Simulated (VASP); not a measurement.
These are PBEsol GGA, VASP's PBE PAW potentials (set 64) (plane waves; VASP 6.6.1) values and carry that method's errors.

A VASP calculation is set up with these files.

File POSCAR:
```
ZnCu2SnSe4
1
   -2.8324032780     2.8324032843     5.6487483315
    2.8324032780    -2.8324032843     5.6487483315
    2.8324032843     2.8324032780    -5.6487483315
Cu Zn Sn Se
2 1 1 4
Direct
  0.0000000000   0.0000000000   0.0000000000
  0.7500000000   0.2500000000   0.5000000000
  0.2500000000   0.7500000000   0.5000000000
  0.5000000000   0.5000000000   0.0000000000
  0.6389669452   0.6298470427   0.5307171570
  0.0991298857   0.1082497882   0.4692828430
  0.3701529573   0.9008701143   0.0091199025
  0.8917502118   0.3610330548   0.9908800975
```

### KPOINTS
```
Automatic
0
G
 7 7 7
0 0 0
```

### INCAR
```
SYSTEM = ZnCu2SnSe4
PREC = Accurate
ENCUT = 400
EDIFF = 1E-6
NELM = 100
ALGO = Normal
LREAL = .FALSE.
LASPH = .TRUE.
ISMEAR = 1
SIGMA = 0.1
GGA = PS
LMAXMIX = 4
LWAVE = .FALSE.
LCHARG = .FALSE.
IBRION = 2
ISIF = 3
NSW = 60
EDIFFG = -0.02
```

POTCAR, in this order: Cu Zn Sn_d Se (PBE.64 set). Program: vasp_std.

Output of the run:

**OSZICAR**
```
       N       E                     dE             d eps       ncg     rms          rms(c)
DAV:   1     0.637828996991E+03    0.63783E+03   -0.27311E+04  4483   0.170E+03
DAV:   2     0.691195878046E+02   -0.56871E+03   -0.55494E+03  4475   0.445E+02
DAV:   3    -0.283232232883E+02   -0.97443E+02   -0.95371E+02  5813   0.191E+02
DAV:   4    -0.347282754054E+02   -0.64051E+01   -0.63403E+01  5800   0.495E+01
DAV:   5    -0.349772162718E+02   -0.24894E+00   -0.24839E+00  6488   0.106E+01    0.139E+01
DAV:   6    -0.353708105426E+02   -0.39359E+00   -0.46151E+01  6455   0.110E+02    0.108E+01
DAV:   7    -0.327096875523E+02    0.26611E+01   -0.10658E+01  5712   0.803E+01    0.520E+00
DAV:   8    -0.329160335803E+02   -0.20635E+00   -0.53873E+00  6960   0.311E+01    0.355E+00
DAV:   9    -0.327935850908E+02    0.12245E+00   -0.13734E+00  6383   0.203E+01    0.642E-01
DAV:  10    -0.327922291327E+02    0.13560E-02   -0.84155E-02  6712   0.547E+00    0.250E-01
DAV:  11    -0.327929666739E+02   -0.73754E-03   -0.10937E-02  6932   0.220E+00    0.225E-01
DAV:  12    -0.327928509616E+02    0.11571E-03   -0.22498E-03  6928   0.119E+00    0.614E-02
DAV:  13    -0.327929190654E+02   -0.68104E-04   -0.48741E-04  6056   0.167E-01    0.170E-02
DAV:  14    -0.327929200714E+02   -0.10060E-05   -0.38295E-05  6664   0.148E-01    0.916E-03
DAV:  15    -0.327929221234E+02   -0.20521E-05   -0.87532E-06  6264   0.455E-02    0.334E-03
DAV:  16    -0.327929222360E+02   -0.11253E-06   -0.78477E-07  3360   0.112E-02
   1 F= -.32792922E+02 E0= -.32793078E+02  d E =-.327929E+02
       N       E                     dE             d eps       ncg     rms          rms(c)
DAV:   1    -0.327933300218E+02   -0.40790E-03   -0.19402E-02  5785   0.968E-01    0.127E-01
DAV:   2    -0.327933465852E+02   -0.16563E-04   -0.34040E-03  6576   0.973E-01    0.697E-02
DAV:   3    -0.327932450603E+02    0.10152E-03   -0.83923E-04  6149   0.603E-01    0.331E-02
DAV:   4    -0.327932343517E+02    0.10709E-04   -0.70633E-05  6536   0.964E-02    0.192E-02
DAV:   5    -0.327932312570E+02    0.30946E-05   -0.19687E-05  6248   0.109E-01    0.805E-03
DAV:   6    -0.327932307445E+02    0.51255E-06   -0.76689E-06  4725   0.864E-02
   2 F= -.32793231E+02 E0= -.32793386E+02  d E =-.308509E-03
       N       E                     dE             d eps       ncg     rms          rms(c)
DAV:   1    -0.327933899353E+02   -0.15868E-03   -0.95063E-03  5797   0.692E-01    0.896E-02
DAV:   2    -0.327933968621E+02   -0.69268E-05   -0.17035E-03  6568   0.693E-01    0.496E-02
DAV:   3    -0.327933450338E+02    0.51828E-04   -0.42067E-04  6152   0.427E-01    0.232E-02
DAV:   4    -0.327933399070E+02    0.51267E-05   -0.34877E-05  6397   0.655E-02    0.135E-02
DAV:   5    -0.327933384322E+02    0.14749E-05   -0.90748E-06  4944   0.745E-02    0.558E-03
DAV:   6    -0.327933382383E+02    0.19386E-06   -0.36435E-06  3511   0.616E-02
   3 F= -.32793338E+02 E0= -.32793493E+02  d E =-.416002E-03
```

OUTCAR:
```
------------------------ aborting loop because EDIFF is reached ----------------------------------------
  FORCE on cell =-STRESS in cart. coord.  units (eV):
  Direction    XX          YY          ZZ          XY          YZ          ZX
  --------------------------------------------------------------------------------------
  Total        0.0460742      0.0460742      0.1217474      0.0000000      0.0000000      0.0000000
  in kB        0.4075296      0.4075296      1.0768644      0.0000001      0.0000000      0.0000000
  external PRESSURE =       0.6306412 kB  Pullay stress =       0.0000000 kB
  volume of cell :      181.14
      direct lattice vectors                 reciprocal lattice vectors
    -2.831083705  2.831083708  5.649941790     0.000000000  0.176610815  0.088496487
     2.831083705 -2.831083708  5.649941790     0.176610815 -0.000000000  0.088496487
     2.831083708  2.831083705 -5.649941790     0.176610815  0.176610815  0.000000000
 POSITION                                       TOTAL-FORCE (eV/Angst)
 -----------------------------------------------------------------------------------
     -0.00000      0.00000      0.00000         0.000000      0.000000     -0.000000
      0.00000      2.83108      2.82497         0.000000      0.000000     -0.000000
      2.83108     -0.00000      2.82497         0.000000      0.000000     -0.000000
      0.00000      0.00000      5.64994         0.000000      0.000000      0.000000
      1.47591      1.53068      4.17281        -0.002098      0.009338      0.005871
      1.35517      1.30041     -1.47713         0.002098     -0.009338      0.005871
      1.53068     -1.47591      7.12707         0.009338      0.002098     -0.005871
      1.30041      4.30700      1.47713        -0.009338     -0.002098     -0.005871
 -----------------------------------------------------------------------------------
    total drift:                               -0.000001     -0.000001      0.000007
  FREE ENERGIE OF THE ION-ELECTRON SYSTEM (eV)
  ---------------------------------------------------
  free  energy   TOTEN  =       -32.7933382383 eV

  energy  without entropy=      -32.7938035699  energy(sigma->0) =      -32.79349335

 reached required accuracy - stopping structural energy minimisation
```
(Selected blocks of OUTCAR.)

CONTCAR:
```
ZnCu2SnSe4
   1.00000000000000
    -2.8310837047358173    2.8310837078529496    5.6499417904308844
     2.8310837047358173   -2.8310837078529496    5.6499417904308844
     2.8310837078529496    2.8310837047358173   -5.6499417904308844
  Cu              Zn              Sn              Se
     2     1     1     4
Direct
     0.0000000000000000    0.0000000000000000    0.0000000000000000
     0.7500000000000000    0.2500000000000000    0.5000000000000000
     0.2500000000000000    0.7500000000000000    0.5000000000000000
     0.5000000000000000    0.5000000000000000    0.0000000000000000
     0.6396130725278154    0.6299412420599476    0.5309963924320272
     0.0989448496279204    0.1086166800957882    0.4690036075679728
     0.3700587579400524    0.9010551503720796    0.0096718304678678
     0.8913833199042117    0.3603869274721775    0.9903281695321322
```

The structure was generated: ZnCu2SnSe4 was put into the kesterite type (I-4), a phase also known from measurement. This run relaxes it. Symmetry was kept, so distortions that lower it aren't found. The start is the result of an earlier pass.
